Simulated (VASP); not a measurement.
Consider the following.

```
Ca
1.0
    0.00000     2.74591     2.74591
    2.74591     0.00000     2.74591
    2.74591     2.74591     0.00000
Ca
1
Cartesian
  0.00000   0.00000   0.00000
```

Level of theory: PBE GGA with D3 dispersion (zero damping), VASP's PBE PAW potentials (set 64) (plane waves; VASP 6.6.1). Settings: 520 eV cut-off, Gaussian smearing of 0.050 eV, potentials Ca_sv.

**Question.** Give the energies of bands 5 to 8 at the high-symmetry points, in eV from the Fermi level.

**Answer.** 
| band | Γ | X | U | L | W |
|---|---|---|---|---|---|
| 5 | -4.06 | -0.47 | 0.02 | -0.99 | 0.19 |
| 6 | 2.37 | 0.57 | 0.41 | -0.14 | 0.71 |
| 7 | 2.37 | 1.00 | 0.85 | 2.25 | 0.71 |
| 8 | 2.37 | 4.16 | 3.31 | 2.25 | 2.61 |

It has no gap at this level: it comes out as a metal or semimetal.

The compound is Ca in the fcc structure. It was relaxed first.
